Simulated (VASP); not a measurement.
These are PBE GGA, VASP's PBE PAW potentials (set 64) (plane waves; VASP) values and carry that method's errors.

VASP input:

POSCAR:
```
Si2W
1
   -1.5806830000     1.5806830000     3.8362730000
    1.5806830000    -1.5806830000     3.8362730000
    1.5806830000     1.5806830000    -3.8362730000
Si W
2 1
Direct
  0.3349900000   0.3349900000   0.0000000000
  0.6650100000   0.6650100000   0.0000000000
  0.0000000000   0.0000000000   0.0000000000
```

### KPOINTS
```
K-points
0
G
 10 10 10
```

### INCAR
```
LMAXMIX=6   # l cut-off of mixed one-centre charges
SIGMA=0.1   # width (eV)
LREAL=F   # projection in real space or not
ISMEAR=1   # Methfessel-Paxton
NELM=100   # most electronic steps
GGA=PE   # PBE
LWAVE=F
SYSTEM=Si2W
LASPH=T   # aspherical one-centre terms
ISIF=2   # forces and stress, cell fixed
ENCUT=300   # plane-wave cut-off (eV)
LCHARG=F
ALGO=Normal
PREC=Accurate
EDIFF=1E-6
```

POTCAR, in this order: Si W_sv (PBE.64 set). Program: vasp_std.

Question: What will the output report for the number of irreducible k-points (NKPTS), largest plane-wave count, number of space-group operations, FFT grid (NGX, NGY, NGZ)?

Answer: 
```json
{
  "number of irreducible k-points (NKPTS)": "102",
  "largest_plane_wave_count": "466",
  "number_of_space_group_operations": "16",
  "FFT grid (NGX, NGY, NGZ)": "28 × 28 × 28"
}
```

The structure comes from a computed database's Si2W entry; how it stands against other phases isn't given here. The cell was not relaxed at this level.
